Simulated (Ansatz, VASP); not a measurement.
## One calculation of CsLi3P2, two programs

```
CELL_PARAMETERS angstrom
3.57450 2.06374 3.13808
-3.57450 2.06374 3.13808
0.00000 -4.12748 3.13808
ATOMIC_POSITIONS crystal
Cs 0.50000 0.50000 0.50000
Li 0.00000 0.00000 0.50000
Li 0.50000 0.00000 0.00000
Li 0.00000 0.50000 0.00000
P 0.22668 0.22668 0.22668
P 0.77332 0.77332 0.77332
```

Alike in both runs: task single point; functional PBE; k mesh 3 × 3 × 3; occupations gaussian, width 0.1 eV; no spin polarisation.

|  | VASP | Ansatz |
| --- | --- | --- |
| version | VASP 6.6.1 | Ansatz 0.2.0 |
| potentials or method | VASP PAW PBE potentials, release 64 (Cs_sv, Li_sv, P) | scalar-relativistic, plane waves, PAW |
| plane-wave cutoff (eV) | 520 | 420 |
| valence electrons in the cell | 28 | 28 |

```tsv
	VASP	Ansatz	Ansatz less VASP
gap on the k mesh at the Fermi level (eV)	1.28	1.30	+0.018
least direct gap on the mesh (eV)	1.48	1.46	-0.011
rms of the force components (eV/Å)	0.299	0.288	-0.0109
```

Atom by atom the forces differ by 0.011 eV/Å (rms over components). With one functional, cell and mesh, what is left measures potentials, basis and numerics.

Caveats: spin-orbit coupling is left out, which moves the levels of the heavy elements; an odd mesh through Γ misses points on the zone boundary, where band edges often lie.
